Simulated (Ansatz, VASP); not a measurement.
## Tl3IO: VASP beside Ansatz

```
CELL_PARAMETERS angstrom
5.33854 0.00000 0.00000
0.00000 5.33854 0.00000
0.00000 0.00000 5.33854
ATOMIC_POSITIONS crystal
I 0.00000 0.00000 0.00000
O 0.50000 0.50000 0.50000
Tl 0.50000 0.50000 0.00000
Tl 0.50000 0.00000 0.50000
Tl 0.00000 0.50000 0.50000
```

The cell comes from a database or a generator and needn't be the stable form of this composition.

Alike in both runs: task single point; functional PBE; k mesh 4 × 4 × 4; occupations gaussian, width 0.05 eV; no spin polarisation.

|  | VASP | Ansatz |
| --- | --- | --- |
| version | VASP 6.6.1 | Ansatz 0.2.0 |
| potentials or method | VASP PAW PBE potentials, release 64 (I, O, Tl_d) | scalar-relativistic, plane waves, PAW |
| plane-wave cutoff (eV) | 520 | 420 |
| valence electrons in the cell | 52 | 62 |

|  | VASP | Ansatz | Ansatz less VASP |
| --- | --- | --- | --- |
| gap on the k mesh at the Fermi level (eV) | none | none | - |
| pressure (GPa) | 0.6 | 0.6 | +0.05 |

A gap of «none» marks a metal or a gap that the smearing closes. With one functional, cell and mesh, what is left measures potentials, basis and numerics. The two sets of potentials don't hold the same shells in valence.

The runs have no spin-orbit coupling, so splittings on I, Tl are missing.
